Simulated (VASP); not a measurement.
```yaml
crystal:
  lattice:
    - [1.53584, -2.66015, 0.00000]
    - [1.53584, 2.66015, 0.00000]
    - [0.00000, 0.00000, 5.04317]
  atoms:
    - { symbol: Si, position: [0.66667, 0.33333, 0.49962] }
    - { symbol: Si, position: [0.33333, 0.66667, 0.99962] }
    - { symbol: C, position: [0.66667, 0.33333, 0.87538] }
    - { symbol: C, position: [0.33333, 0.66667, 0.37538] }
```

Method: r2SCAN+rVV10, VASP's PBE PAW potentials (set 64) (plane waves; VASP). Numerical set-up: 520 eV cut-off, 9×9×5 Γ-centred mesh, tetrahedra with Blöchl corrections, potentials Si C.

The cores are frozen, which limits the accuracy of field gradients.

**Question.** Give the principal components of the electric field gradient (V/Å²) and the asymmetry η at each nucleus.

**Answer.** 
```
atom   Vxx   Vyy  Vzz     η
----  ----  ----  ---  ----
Si1   -1.8  -1.8  3.6  0.00
Si2   -1.8  -1.8  3.6  0.00
C3    -1.1  -1.1  2.2  0.00
C4    -1.1  -1.1  2.2  0.00
```

The compound is SiC in the wurtzite structure, the rare 2H polytype. It was relaxed first.
